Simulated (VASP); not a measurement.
A run of VASP 6.6.1 is set up as follows.

INCAR

```
PREC = Normal
ENCUT = 520
EDIFF = 1E-4
ISMEAR = 0
SIGMA = 0.15
LREAL = False
LASPH = True
NELM = 60
ALGO = Fast
ISIF = 3
LWAVE = False
LCHARG = False
GGA = PE
IBRION = 2
NSW = 24
EDIFFG = -0.08
```

The input KPOINTS:

```
regular mesh
0
Gamma
  3 3 2
```

The input POSCAR:

```
HWCl6
1.0
    4.4750369000      0.0000000000      0.0000000000
    0.0000000000      4.4750369000      0.0000000000
    0.0000000000      0.0000000000      8.9388022800
H W Cl
1 1 6
Direct
    0.0000000000      0.0000000000      0.5000000000
    0.0000000000      0.0000000000      0.0000000000
    0.5000000000      0.5000000000      0.0000000000
    0.5000000000      0.5000000000      0.5000000000
    0.5000000000      0.0000000000      0.2506273700
    0.5000000000      0.0000000000      0.7493726300
    0.0000000000      0.5000000000      0.2506273700
    0.0000000000      0.5000000000      0.7493726300
```

Potentials or basis: VASP PAW PBE potentials, release 64 (H, W_sv, Cl).

Launch:

```bash
$ cat potpaw_PBE.64/H/POTCAR potpaw_PBE.64/W_sv/POTCAR potpaw_PBE.64/Cl/POTCAR > POTCAR
$ mpirun -np 1 vasp_std > vasp.out
```

(1) Predict the relaxed volume.

(2) Predict the band gap on the k mesh.

(3) Predict the relaxed cell.

(4) What does it give for the space group after relaxing (to 0.05 Å)?

Answers

(1) 22.71 Å³/atom.

(2) none (metal or under the smearing width).

(3) a = 4.203 Å, b = 4.203 Å, c = 10.286 Å, α = 90.00°, β = 90.00°, γ = 90.00°.

(4) P4/mmm (No. 123).

Caveat: the k mesh is coarse (spacing up to 0.47 Å⁻¹), so the values aren't converged; this functional lacks dispersion, which binds the layers, so the pressure and a relaxed spacing across them are unreliable; an odd number of electrons without spin polarisation forces a metal; a magnetic or distorted state may lie lower.
